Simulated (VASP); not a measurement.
# Rb2CdSe2O6: structure and properties in VASP

Aim: relax Rb2CdSe2O6, then compute properties on the relaxed cell. The steps: relaxing cell and atoms (vdW-DF-cx), density, ELF and potential (vdW-DF-cx), bands along the symmetry lines (vdW-DF-cx), density of states (vdW-DF-cx), core levels (vdW-DF-cx), volume scan with vdW-DF-cx and fit for vdW-DF-cx. The start is a cell from a database of measured crystal structures.

Method: vdW-DF-cx; plane waves and PAW (Cd, Rb_sv, Se, O), in VASP 6.6.1.

## (1) The starting structure

Before any relaxation, the start is as follows. It takes space group R-3m (No. 166, trigonal). The conventional cell has a = 5.750 Å, b = 5.750 Å, c = 19.669 Å, α = 90.00°, β = 90.00°, γ = 120.00°. Cd has 6 O at 2.33 Å nearest. Nearest to Rb lie 9 O at 2.97 to 3.12 Å. Se has 3 O at 1.69 Å nearest. O has 1 Se at 1.69 Å and 1 Cd at 2.33 Å and 3 Rb at 2.97 to 3.12 Å nearest. Farther neighbours and most contacts between anions are not listed.

Coordinates:

```xyz
11
Lattice="2.8752 1.6600 6.5562 -2.8752 1.6600 6.5562 0.0000 -3.3199 6.5562" Properties=species:S:1:pos:R:3 pbc="T T T"
Cd    0.0000    0.0000    0.0000
Rb    0.0000    0.0000    3.8596
Rb    0.0000    0.0000   15.8089
Se    0.0000    0.0000    7.3380
Se    0.0000    0.0000   12.3305
O     0.0000   -1.5312    8.0508
O     1.3260    0.7656    8.0508
O    -1.3260    0.7656    8.0508
O    -1.3260   -0.7656   11.6177
O     0.0000    1.5312   11.6177
O     1.3260   -0.7656   11.6177
```

## (2) Relaxing cell and atoms (vdW-DF-cx)

The start need not lie at this functional's minimum. ISIF = 3 frees volume, shape and positions, and EDIFFG sets the threshold on forces and stress at which the search stops. vdW-DF-cx takes its exchange from the same plasmon model as its correlation. LUSE_VDW switches on a nonlocal correlation term for dispersion.

INCAR reads:

```
SYSTEM = Rb2CdSe2O6
PREC = Accurate
ENCUT = 520
EDIFF = 1E-06
NELM = 100
ISMEAR = 0
SIGMA = 0.05
LREAL = .FALSE.
ALGO = Normal
GGA = CX
AGGAC = 0
LUSE_VDW = .TRUE.
LASPH = .TRUE.
NBANDS = 50
LORBIT = 11
LWAVE = .FALSE.
LCHARG = .FALSE.
KPAR = 4
IBRION = 2
NSW = 60
ISIF = 3
EDIFFG = -0.01
```

POSCAR reads:

```
Rb2CdSe2O6
1.0
    2.8751500000      1.6599686265      6.5561666667
   -2.8751500000      1.6599686265      6.5561666667
    0.0000000000     -3.3199372529      6.5561666667
Cd Rb Se O
1 2 2 6
Direct
    0.0000000000      0.0000000000      0.0000000000
    0.1962333333      0.1962333333      0.1962333333
    0.8037666667      0.8037666667      0.8037666667
    0.3730833333      0.3730833333      0.3730833333
    0.6269166667      0.6269166667      0.6269166667
    0.2555900000      0.2555900000      0.7167900000
    0.7167900000      0.2555900000      0.2555900000
    0.2555900000      0.7167900000      0.2555900000
    0.2832100000      0.7444100000      0.7444100000
    0.7444100000      0.7444100000      0.2832100000
    0.7444100000      0.2832100000      0.7444100000
```

KPOINTS reads:

```
Automatic mesh
0
Gamma
6 6 6
0 0 0
```

The projector-augmented-wave data sets are Cd, Rb_sv, Se and O (PBE family, release 64).

The run is started by

```sh
mpirun -np 4 vasp_std
```

Output:

```text
[banner, memory and clock lines left out]
running    4 mpi-ranks, on    1 nodes
 distrk:  each k-point on    1 cores,    4 groups
 distr:  one band on    1 cores,    1 groups

 POSCAR found type information on POSCAR CdRbSeO
 POSCAR found :  4 types and      11 ions
|                                                                             |
|               ----> ADVICE to this user running VASP <----                  |
|                                                                             |
|     You have switched on vdW-DFT.                                           |
|     This routine was written and supplied by Jiri Klimes. We recommend      |
|     that you carefully read and cite the following publications:            |
|       J. Klimes, D.R. Bowler, A. Michelides                                 |
|          J. Phys.: Cond Matt. 22 022201 (2010)                              |
|       J. Klimes, D.R. Bowler, A. Michelides                                 |
|          Phys. Rev. B. 83, 195131 (2011)                                    |
|     and references therein.                                                 |
|                                                                             |

|                                                                             |
|               ----> ADVICE to this user running VASP <----                  |
|                                                                             |
|     You enforced a specific xc type in the INCAR file but a different       |
|     [... a line on the potential file left out ...]
|     I HOPE YOU KNOW WHAT YOU ARE DOING!                                     |
|                                                                             |

 LDA part: xc-table for (Slater+PW92), standard interpolation
 POSCAR, INCAR and KPOINTS ok, starting setup
 FFT: planning ... GRIDC
 FFT: planning ... GRID_SOFT
 FFT: planning ... GRID
 WAVECAR not read
 entering main loop
       N       E                     dE             d eps       ncg     rms          rms(c)
DAV:   1     0.580619439076E+03    0.58062E+03   -0.40179E+04  3224   0.146E+03
DAV:   2     0.136370018518E+01   -0.57926E+03   -0.55857E+03  3908   0.335E+02
DAV:   3    -0.427451756616E+02   -0.44109E+02   -0.43749E+02  4032   0.962E+01
DAV:   4    -0.442498682605E+02   -0.15047E+01   -0.15011E+01  4832   0.137E+01
DAV:   5    -0.442807035534E+02   -0.30835E-01   -0.30827E-01  4192   0.180E+00    0.271E+01
DAV:   6    -0.333875473891E+02    0.10893E+02   -0.45147E+01  4060   0.455E+01    0.135E+01
DAV:   7    -0.335891049116E+02   -0.20156E+00   -0.53273E+00  3750   0.111E+01    0.750E+00
DAV:   8    -0.335113277360E+02    0.77777E-01   -0.93291E-01  3802   0.479E+00    0.218E+00
DAV:   9    -0.334710674644E+02    0.40260E-01   -0.15184E-01  3936   0.212E+00    0.502E-01
DAV:  10    -0.334744056897E+02   -0.33382E-02   -0.29006E-02  3912   0.871E-01    0.168E-01
DAV:  11    -0.334749239418E+02   -0.51825E-03   -0.10613E-03  4568   0.180E-01    0.818E-02
DAV:  12    -0.334752915599E+02   -0.36762E-03   -0.60148E-04  3720   0.130E-01    0.261E-02
DAV:  13    -0.334753089983E+02   -0.17438E-04   -0.72033E-05  4072   0.426E-02    0.101E-02
DAV:  14    -0.334753220816E+02   -0.13083E-04   -0.15580E-05  3728   0.182E-02    0.477E-03
DAV:  15    -0.334753239465E+02   -0.18649E-05   -0.20401E-06  3240   0.644E-03    0.259E-03
DAV:  16    -0.334753240667E+02   -0.12020E-06   -0.90193E-07  2568   0.496E-03
   1 F= -.33475324E+02 E0= -.33475324E+02  d E =-.334753E+02
 curvature:   0.00 expect dE= 0.000E+00 dE for cont linesearch  0.000E+00
 trial: gam= 0.00000 g(F)=  0.773E+00 g(S)=  0.230E+00 ort = 0.000E+00 (trialstep = 0.100E+01)
 search vector abs. value=  0.100E+01
 bond charge predicted
       N       E                     dE             d eps       ncg     rms          rms(c)
DAV:   1    -0.333532683493E+02    0.12206E+00   -0.16638E+02  3200   0.666E+01    0.101E+01
DAV:   2    -0.330219027111E+02    0.33137E+00   -0.71152E+00  3990   0.150E+01    0.437E+00
DAV:   3    -0.328949216844E+02    0.12698E+00   -0.36948E-01  3776   0.335E+00    0.292E+00
DAV:   4    -0.328656948475E+02    0.29227E-01   -0.13563E-01  4596   0.187E+00    0.892E-01
DAV:   5    -0.328618449218E+02    0.38499E-02   -0.23164E-02  3798   0.808E-01    0.220E-01
DAV:   6    -0.328618990617E+02   -0.54140E-04   -0.34108E-03  4144   0.240E-01    0.122E-01
DAV:   7    -0.328619169974E+02   -0.17936E-04   -0.53834E-04  4264   0.116E-01    0.589E-02
DAV:   8    -0.328619335124E+02   -0.16515E-04   -0.60459E-05  4184   0.511E-02    0.224E-02
DAV:   9    -0.328619373124E+02   -0.38000E-05   -0.13679E-05  3664   0.253E-02    0.112E-02
DAV:  10    -0.328619379810E+02   -0.66861E-06   -0.87553E-07  2592   0.552E-03
   2 F= -.32861938E+02 E0= -.32861938E+02  d E =0.613386E+00
[... from here on, the cycles between the ionic steps are left out ...]
   3 F= -.33610757E+02 E0= -.33610757E+02  d E =-.135433E+00
   4 F= -.33610874E+02 E0= -.33610874E+02  d E =-.135550E+00
   5 F= -.33610845E+02 E0= -.33610845E+02  d E =-.135521E+00
   6 F= -.33612937E+02 E0= -.33612937E+02  d E =-.209196E-02
   7 F= -.33613713E+02 E0= -.33613713E+02  d E =-.286781E-02
   8 F= -.33614914E+02 E0= -.33614914E+02  d E =-.120155E-02
   9 F= -.33614931E+02 E0= -.33614931E+02  d E =-.121831E-02
  10 F= -.33615758E+02 E0= -.33615758E+02  d E =-.826492E-03
  11 F= -.33617382E+02 E0= -.33617382E+02  d E =-.245053E-02
  12 F= -.33616760E+02 E0= -.33616760E+02  d E =-.182837E-02
  13 F= -.33617762E+02 E0= -.33617762E+02  d E =-.283044E-02
  14 F= -.33618091E+02 E0= -.33618091E+02  d E =-.329206E-03
  15 F= -.33618514E+02 E0= -.33618514E+02  d E =-.751947E-03
  16 F= -.33618529E+02 E0= -.33618529E+02  d E =-.153939E-04
 trial-energy change:   -0.000015  1 .order   -0.000016   -0.000093    0.000060
 step:   0.3825(harm=  0.3825)  dis= 0.00083  next Energy=   -33.618542 (dE=-0.281E-04)
 bond charge predicted
       N       E                     dE             d eps       ncg     rms          rms(c)
DAV:   1    -0.336185461746E+02   -0.17432E-04   -0.56684E-04  3268   0.107E-01    0.221E-02
DAV:   2    -0.336185426348E+02    0.35398E-05   -0.36597E-05  3758   0.315E-02    0.105E-02
DAV:   3    -0.336185419492E+02    0.68564E-06   -0.23107E-06  3316   0.982E-03
  17 F= -.33618542E+02 E0= -.33618542E+02  d E =-.283962E-04
 curvature:  -0.29 expect dE=-0.622E-05 dE for cont linesearch -0.570E-07
 trial: gam= 0.21245 g(F)=  0.170E-04 g(S)=  0.448E-05 ort =-0.661E-05 (trialstep = 0.582E+00)
 search vector abs. value=  0.287E-04
 reached required accuracy - stopping structural energy minimisation
```

Run time: 33 min. Hardware: 4 MPI ranks of AMD EPYC 9R45, shared host; peak memory 5.7 GiB; 2.2 h of CPU time.

Lines that name or quote the potential files are left out of all logs, and their timing lines are given in words.

OUTCAR, selected parts (step 2):

```text
ion  position               nearest neighbor table
   1  0.000  0.000  0.000-   7 2.33   8 2.33   9 2.33  11 2.33  10 2.33   6 2.33   2 3.86   3 3.86
                             3 4.28   2 4.28   3 4.28   3 4.28   2 4.28   2 4.28
   2  0.196  0.196  0.196-   6 2.97   7 2.97   8 2.97  10 3.12  10 3.12  11 3.12   9 3.12  11 3.12
                             9 3.12   4 3.48   3 3.52   3 3.52   3 3.52   5 3.83   5 3.83   5 3.83
   3  0.804  0.804  0.804-  10 2.97   9 2.97  11 2.97   6 3.12   6 3.12   7 3.12   8 3.12   7 3.12
                             8 3.12   5 3.48   2 3.52   2 3.52   2 3.52   4 3.83   4 3.83   4 3.83
   4  0.373  0.373  0.373-   6 1.69   7 1.69   8 1.69   2 3.48   3 3.83   3 3.83   3 3.83
   5  0.627  0.627  0.627-  10 1.69   9 1.69  11 1.69   3 3.48   2 3.83   2 3.83   2 3.83
   6  0.256  0.256  0.717-   4 1.69   1 2.33   2 2.97   3 3.12   3 3.12
   7  0.717  0.256  0.256-   4 1.69   1 2.33   2 2.97   3 3.12   3 3.12
   8  0.256  0.717  0.256-   4 1.69   1 2.33   2 2.97   3 3.12   3 3.12
   9  0.283  0.744  0.744-   5 1.69   1 2.33   3 2.97   2 3.12   2 3.12
  10  0.744  0.744  0.283-   5 1.69   1 2.33   3 2.97   2 3.12   2 3.12
  11  0.744  0.283  0.744-   5 1.69   1 2.33   3 2.97   2 3.12   2 3.12

  LATTYP: Found a trigonal (rhomboedric) cell.
 ALAT       =     7.3488301603
 COS(alpha) =     0.6938638689

 Subroutine GETGRP returns: Found 12 space group operations
 (whereof 12 operations were pure point group operations)

The static configuration has the point symmetry D_3d.

 Found     32 irreducible k-points:

   k-points           NKPTS =     32   k-points in BZ     NKDIM =     32   number of bands    NBANDS=     50

   dimension x,y,z NGX =    56 NGY =   56 NGZ =   56
   dimension x,y,z NGXF=   112 NGYF=  112 NGZF=  112

   ENCUT  =  520.0 eV  38.22 Ry    6.18 a.u.  13.66 13.66 13.66*2*pi/ulx,y,z

   NELECT =      78.0000    total number of electrons

 k-points in reciprocal lattice and weights: Automatic mesh
   0.00000000  0.00000000  0.00000000       0.005
   0.16666667 -0.00000000 -0.00000000       0.028
   0.33333333 -0.00000000 -0.00000000       0.028
   0.50000000 -0.00000000 -0.00000000       0.014
   0.16666667  0.16666667 -0.00000000       0.028
   0.33333333  0.16666667 -0.00000000       0.056
   0.50000000  0.16666667 -0.00000000       0.056
  -0.33333333  0.16666667  0.00000000       0.056
  -0.16666667  0.16666667  0.00000000       0.028
[...]
-0.33333333  0.50000000  0.33333333       0.028
   0.50000000  0.50000000  0.50000000       0.005

 average (electrostatic) potential at core
       1 -38.4581       2 -36.0728       3 -36.0728       4 -58.7860       5 -58.7860
       6 -73.3476       7 -73.3476       8 -73.3476       9 -73.3476      10 -73.3476
      11 -73.3476

 E-fermi :   0.6622

 k-point     1 :       0.0000    0.0000    0.0000
  band No.  band energies     occupation
    ...
     35       0.0202      2.00000
     36       0.1111      2.00000
     37       0.2346      2.00000
     38       0.2346      2.00000
     39       0.2705      2.00000
     40       4.2322      0.00000
     41       4.9974      0.00000
     42       4.9974      0.00000
     43       5.6485      0.00000
     44       6.1109      0.00000
    ...

 k-point     2 :       0.1667   -0.0000   -0.0000
  band No.  band energies     occupation
    ...
     35      -0.1267      2.00000
     36       0.0453      2.00000
     37       0.1440      2.00000
     38       0.2188      2.00000
     39       0.2481      2.00000
     40       4.5141      0.00000
     41       4.9783      0.00000
     42       4.9939      0.00000
     43       5.9362      0.00000
     44       6.2717      0.00000
    ...

 k-point     3 :       0.3333   -0.0000   -0.0000
  band No.  band energies     occupation
    ...
     35      -0.0850      2.00000
     36      -0.0289      2.00000
     37      -0.0214      2.00000
     38       0.2573      2.00000
     39       0.3114      2.00000
     40       4.7667      0.00000
     41       4.9972      0.00000
     42       5.5359      0.00000
     43       6.2962      0.00000
     44       6.6090      0.00000
    ...

Total vdW correction in eV:     15.3496093

  Total        0.0029485      0.0029485      0.0316895      0.0000000      0.0000000      0.0000000
  in kB        0.0250544      0.0250544      0.2692730      0.0000000      0.0000000      0.0000000
  external PRESSURE =       0.1064606 kB  Pullay stress =       0.0000000 kB

  energy-cutoff  :      520.00
  volume of cell :      188.55
      direct lattice vectors                 reciprocal lattice vectors
     2.886206004  1.666351813  6.534127969     0.173237807  0.100018895  0.051014203
    -2.886206004  1.666351813  6.534127969    -0.173237807  0.100018895  0.051014203
     0.000000000 -3.332703626  6.534127969     0.000000000 -0.200037790  0.051014203

 POSITION                                       TOTAL-FORCE (eV/Angst)
 -----------------------------------------------------------------------------------
      0.00000      0.00000      0.00000         0.000000     -0.000000      0.000000
      0.00000      0.00000      3.87114         0.000000      0.000000      0.002757
      0.00000      0.00000     15.73124         0.000000     -0.000000     -0.002757
      0.00000      0.00000      7.31582         0.000000     -0.000000     -0.001409
      0.00000      0.00000     12.28656         0.000000      0.000000      0.001409
      0.00000     -1.55945      8.05526         0.000000     -0.007347     -0.001279
      1.35053      0.77973      8.05526         0.006362      0.003673     -0.001279
     -1.35053      0.77973      8.05526        -0.006362      0.003673     -0.001279
     -1.35053     -0.77973     11.54712        -0.006362     -0.003673      0.001279
      0.00000      1.55945     11.54712         0.000000      0.007347      0.001279
      1.35053     -0.77973     11.54712         0.006362     -0.003673      0.001279
 -----------------------------------------------------------------------------------
    total drift:                               -0.000000     -0.000000      0.000000

  FREE ENERGIE OF THE ION-ELECTRON SYSTEM (eV)
  ---------------------------------------------------
  free  energy   TOTEN  =       -33.6185419492 eV

  energy  without entropy=      -33.6185419492  energy(sigma->0) =      -33.61854195

Total vdW correction in eV:     15.3495721

 reached required accuracy - stopping structural energy minimisation

 total charge
# of ion       s       p       d       tot
------------------------------------------
    1        0.301   0.239   9.658  10.198
    2        1.937   5.366   0.025   7.328
    3        1.937   5.366   0.025   7.328
    4        1.468   2.056   0.379   3.903
    5        1.468   2.056   0.379   3.903
    6        1.578   3.411   0.000   4.989
    7        1.578   3.411   0.000   4.989
    8        1.578   3.411   0.000   4.989
    9        1.578   3.411   0.000   4.989
   10        1.578   3.411   0.000   4.989
   11        1.578   3.411   0.000   4.989
--------------------------------------------------
tot         16.579  35.551  10.467  62.597

[... 3 further parts left out ...]
```

The gap is read on the k-mesh alone, so it is an upper bound where the band edges lie off the mesh, and a coarse mesh can show a gap where there is none. The PAW data sets were made with PBE, which is usual practice but a small mismatch for other functionals. The run keeps the 12 symmetry operations of its start, so it cannot find a distortion of lower symmetry.

Relaxation path:

| step | energy less that of the first step (eV) | largest force (eV/Å) | pressure (GPa) | volume (Å³) |
| --- | --- | --- | --- | --- |
| 1 | 0.0000 | 1.7785 | 3.41 | 187.74 |
| 2 | 0.6134 | 3.7469 | -7.13 | 197.77 |
| 3 | -0.1354 | 0.1347 | -0.30 | 190.50 |
| 4 | -0.1356 | 0.0888 | -0.22 | 190.42 |
| 5 | -0.1355 | 0.0834 | -0.15 | 190.37 |
| 6 | -0.1376 | 0.0630 | -0.05 | 189.89 |
| 7 | -0.1384 | 0.0788 | 0.07 | 189.31 |
| 8 | -0.1396 | 0.1130 | -0.13 | 189.16 |
| 9 | -0.1396 | 0.1316 | -0.16 | 189.14 |
| 10 | -0.1404 | 0.1189 | -0.11 | 188.99 |
| 11 | -0.1421 | 0.0793 | 0.05 | 188.54 |
| 12 | -0.1414 | 0.0857 | 0.37 | 187.64 |
| 13 | -0.1424 | 0.0493 | 0.16 | 188.20 |
| 14 | -0.1428 | 0.0441 | 0.12 | 188.30 |
| 15 | -0.1432 | 0.0283 | -0.04 | 188.58 |
| 16 | -0.1432 | 0.0191 | 0.04 | 188.53 |
| 17 | -0.1432 | 0.0075 | 0.01 | 188.55 |

| conventional cell, symmetrised | before | after | change |
| --- | --- | --- | --- |
| a (Å) | 5.750 | 5.772 | +0.4 % |
| b (Å) | 5.750 | 5.772 | +0.4 % |
| c (Å) | 19.669 | 19.602 | -0.3 % |
| volume (Å³/atom) | 17.07 | 17.14 | +0.4 % |

The atoms that moved most (Å, as changes of fractional coordinates times the final cell):

| atom | dx | dy | dz | length |
| --- | --- | --- | --- | --- |
| O10 | 0.000 | 0.022 | -0.032 | 0.039 |
| O6 | 0.000 | -0.022 | 0.032 | 0.039 |
| O9 | -0.019 | -0.011 | -0.032 | 0.039 |
| O11 | 0.019 | -0.011 | -0.032 | 0.039 |
| O7 | 0.019 | 0.011 | 0.032 | 0.039 |
| O8 | -0.019 | 0.011 | 0.032 | 0.039 |
| Rb2 | 0.000 | 0.000 | 0.025 | 0.025 |
| Rb3 | 0.000 | 0.000 | -0.025 | 0.025 |

The relaxed structure:

```xyz
11
Lattice="2.8862 1.6664 6.5341 -2.8862 1.6664 6.5341 0.0000 -3.3327 6.5341" Properties=species:S:1:pos:R:3 pbc="T T T"
Cd    0.0000    0.0000    0.0000
Rb    0.0000    0.0000    3.8711
Rb    0.0000    0.0000   15.7312
Se    0.0000    0.0000    7.3158
Se    0.0000    0.0000   12.2866
O     0.0000   -1.5595    8.0553
O     1.3505    0.7797    8.0553
O    -1.3505    0.7797    8.0553
O    -1.3505   -0.7797   11.5471
O     0.0000    1.5595   11.5471
O     1.3505   -0.7797   11.5471
```

Numbers from this step:

| Item | Value |
| --- | --- |
| electrons | 78 |
| bands | 50 |
| irreducible k-points | 32 |
| symmetry operations | 12 |
| free energy (TOTEN) | -33.62 eV |
| Fermi energy | 0.6622 eV |
| pressure | 0.01065 GPa |
| metallic, judged on the points sampled | no |
| valence top at k | -0.3333, 0.3333, 0 |
| conduction bottom at k | 0, 0, 0 |
| least direct gap at k | 0, 0, 0 |
| SCF cycles over all ionic steps | 109 |
| gap on the k-mesh | 3.829 eV |
| least direct gap on the k-mesh | 3.962 eV |

It ends with a largest force of 0.007 eV/Å and a pressure of 0.01 GPa. The volume lies +0.4 % from that of the database's start.

(Part 1 of 5 ends here.)

[Lines on the potential files, build, host, timing and source positions are cut from VASP's logs without a mark.]

[Logs are printed without paths, hosts, clocks, repeated set-up lines and the standing remarks that a program may print on its own settings, such as how far it seeks lower states.]

[Hosts, paths, dates, database ids (printed as entryN), source tags and the programs' standing remarks are cut or masked in the printed files.]

[A measured line is paired with the nearest computed mode of its activity, which favours agreement.]

[In band tables of VASP the shares of atoms and orbitals are scaled to a sum of 1 inside the atoms' spheres.]
